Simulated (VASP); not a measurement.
A convergence study with VASP on MnO2 (space group no. 136 when undisturbed): one setting is varied, all else stays as given below, so the limit is that of these other settings. One atom is moved off its site, so that forces are finite.

```
CELL_PARAMETERS angstrom
      4.37800     0.00000     0.00000
      0.00000     4.37800     0.00000
      0.00000     0.00000     2.85565
ATOMIC_POSITIONS crystal
  Mn 0.00000 0.00000 0.01751
  Mn 0.50000 0.50000 0.50000
  O  0.30500 0.30500 0.00000
  O  0.80500 0.19500 0.50000
  O  0.19500 0.80500 0.50000
  O  0.69500 0.69500 0.00000
```
Starting moments (μB, in the order of the record's atoms Mn Mn O O O O): 3.0 -3.0 0.0 0.0 0.0 0.0.

All values below come from LDA (Ceperley-Alder, Perdew-Zunger), VASP's LDA PAW potentials (set 64) (plane waves; VASP 6.6.1). The tightest run used: 960 eV cut-off, 6×6×9 Γ-centred mesh, Fermi-Dirac smearing of 0.010 eV, potentials Mn_pv O.

The settings run are ENCUT = 140; ENCUT = 160; ENCUT = 180; ENCUT = 200; ENCUT = 220; ENCUT = 240; ENCUT = 280; ENCUT = 320; ENCUT = 360; ENCUT = 440; ENCUT = 480; ENCUT = 540; ENCUT = 600; ENCUT = 700; ENCUT = 800; ENCUT = 960. From which on does the energy per atom stay within 0.01 eV/atom of the tightest run?

From ENCUT = 440 on: it is off by 0.0015 there and by no more than 0.01 in any finer run, while ENCUT = 360 is off by 0.0238.
```
setting      E (eV/atom)  pressure (GPa)  largest force (eV/Å)  moment (μB)  plane waves  difference judged (eV/atom)
-----------  -----------  --------------  --------------------  -----------  -----------  ---------------------------
ENCUT = 140      -1.2513        -1274.60                 1.618       -0.024          214                       7.6115
ENCUT = 160      -5.6550         -794.77                 0.535       -0.011          265                       3.2079
ENCUT = 180      -7.9123         -505.33                 0.622        0.022          308                       0.9506
ENCUT = 200      -8.6751         -331.78                 0.922        0.015          364                       0.1877
ENCUT = 220      -8.9504         -228.22                 0.966        0.020          423                       0.0875
ENCUT = 240      -9.0684         -163.22                 0.819        0.034          478                       0.2055
ENCUT = 280      -8.9535          -87.64                 0.643        0.009          600                       0.0906
ENCUT = 320      -8.9299          -49.00                 0.604        0.009          725                       0.0671
ENCUT = 360      -8.8867          -28.78                 0.591        0.010          870                       0.0238
ENCUT = 440      -8.8614          -13.35                 0.572        0.010         1170                       0.0015
ENCUT = 480      -8.8586          -11.31                 0.570        0.010         1322                       0.0042
ENCUT = 540      -8.8584          -10.77                 0.572        0.010         1576                       0.0044
ENCUT = 600      -8.8599          -11.09                 0.572        0.010         1859                       0.0030
ENCUT = 700      -8.8620          -11.16                 0.569        0.010         2322                       0.0009
ENCUT = 800      -8.8628          -10.83                 0.569        0.010         2860                       0.0001
ENCUT = 960      -8.8629          -10.67                 0.568        0.010         3728                       0.0000
```

Left out are rungs that failed or repeat a setting and relaxations that didn't move; long series are thinned to 24 rows.

The structure is a typed MnO2 crystal (space group no. 136). The cell was not relaxed at this level, it is distorted from the ideal structure. The spin order is the one that the start imposed; others were not tried in this run.
